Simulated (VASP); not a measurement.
Given:

```yaml
crystal:
  lattice:
    - [4.03080, 0.00000, 0.00000]
    - [0.00000, 4.03080, 0.00000]
    - [0.00000, 0.00000, 4.03080]
  atoms:
    - { symbol: K, position: [0.00000, 0.00000, 0.00000] }
    - { symbol: Zn, position: [0.50000, 0.50000, 0.50000] }
    - { symbol: F, position: [0.50000, 0.00000, 0.50000] }
    - { symbol: F, position: [0.00000, 0.50000, 0.50000] }
    - { symbol: F, position: [0.50000, 0.50000, 0.00000] }
```

These are r2SCAN+rVV10, VASP's PBE PAW potentials (set 64) (plane waves; VASP) values and carry that method's errors. Settings: 520 eV cut-off, 6×6×6 Γ-centred mesh, tetrahedra with Blöchl corrections, potentials K_sv Zn F.

The cores are frozen, which limits the accuracy of field gradients.

Q: Give the principal components of the electric field gradient (V/Å²) and the asymmetry η at each nucleus.

A: 
```tsv
atom	Vxx	Vyy	Vzz	η
K1	0.0	0.0	0.0	-
Zn2	0.0	0.0	0.0	-
F3	-45.9	-45.9	91.9	0.00
F4	-45.9	-45.9	91.9	0.00
F5	-45.9	-45.9	91.9	0.00
```

The compound is KZnF3 in the cubic perovskite structure. It was relaxed first.
